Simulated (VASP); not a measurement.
Consider the following.

```
CELL_PARAMETERS angstrom
      1.77667    -3.07728     0.00000
      1.77667     3.07728     0.00000
      0.00000     0.00000     5.50680
ATOMIC_POSITIONS crystal
  Dy 0.33333 0.66667 0.25000
  Dy 0.66667 0.33333 0.75000
```

These are PBEsol GGA, VASP's PBE PAW potentials (set 64) (plane waves; VASP) values and carry that method's errors. Settings: 480 eV cut-off, 12×12×6 Γ-centred mesh, first-order Methfessel-Paxton smearing of 0.10 eV, potentials Dy_3.

The 4f electrons are frozen in the core of the lanthanide potential, so 4f levels, which can set the real gap, and their magnetism are missing.

Each row applies one change to this cell, which was relaxed at other settings and keeps the small stress of the first row; at a fixed cut-off the stress holds a Pulay part, so it need not integrate to ΔE exactly. Stress is in GPa, positive when the cell is compressed.

```
change                                                          ΔE (meV/atom)    σxx    σyy    σzz  largest shear component, with its sign (GPa)  largest force (eV/Å)
--------------------------------------------------------------  -------------  -----  -----  -----  --------------------------------------------  --------------------
none                                                                      0.0  -0.06  -0.06  -0.07                                          0.00                 0.000
atom 2 (Dy) moved by 0.100 Å along z                                      9.1  -0.22  -0.22   0.43                                          0.00                 0.376
atom 2 (Dy) moved by 0.050 Å along x                                      0.8  -0.07  -0.11  -0.01                                         -0.17                 0.059
atom 1 (Dy) moved by -0.025 Å along x                                     0.2  -0.07  -0.07  -0.05                                         -0.08                 0.029
atom 1 (Dy) moved by -0.025 Å along z                                     0.5  -0.08  -0.08  -0.04                                          0.00                 0.087
atom 2 (Dy) moved by 0.025 Å along y                                      0.2  -0.16   0.02  -0.05                                          0.00                 0.031
biaxial strain of -3.0 % in the yz plane with the ions relaxed              …      …      …      …                                             …                     …
atom 2 (Dy) moved by -0.025 Å along z                                     0.5  -0.08  -0.08  -0.04                                          0.00                 0.087
biaxial strain of +2.0 % in the xz plane                                    …      …      …      …                                             …                     …
```

Question: What belongs in the gaps?

Answer: 
- biaxial strain of +2.0 % in the xz plane, ΔE (meV/atom): 8.5
- biaxial strain of +2.0 % in the xz plane, σxx: -2.06
- biaxial strain of +2.0 % in the xz plane, σyy: -0.86
- biaxial strain of +2.0 % in the xz plane, σzz: -2.10
- biaxial strain of +2.0 % in the xz plane, largest shear component, with its sign (GPa): 0.00
- biaxial strain of +2.0 % in the xz plane, largest force (eV/Å): 0.020
- biaxial strain of -3.0 % in the yz plane with the ions relaxed, ΔE (meV/atom): 19.0
- biaxial strain of -3.0 % in the yz plane with the ions relaxed, σxx: 1.64
- biaxial strain of -3.0 % in the yz plane with the ions relaxed, σyy: 3.55
- biaxial strain of -3.0 % in the yz plane with the ions relaxed, σzz: 3.66
- biaxial strain of -3.0 % in the yz plane with the ions relaxed, largest shear component, with its sign (GPa): 0.00
- biaxial strain of -3.0 % in the yz plane with the ions relaxed, largest force (eV/Å): 0.001

Failed runs are left out, and for metals the shear rows, which the mesh's noise covers.

The compound is Dy in the hcp structure.
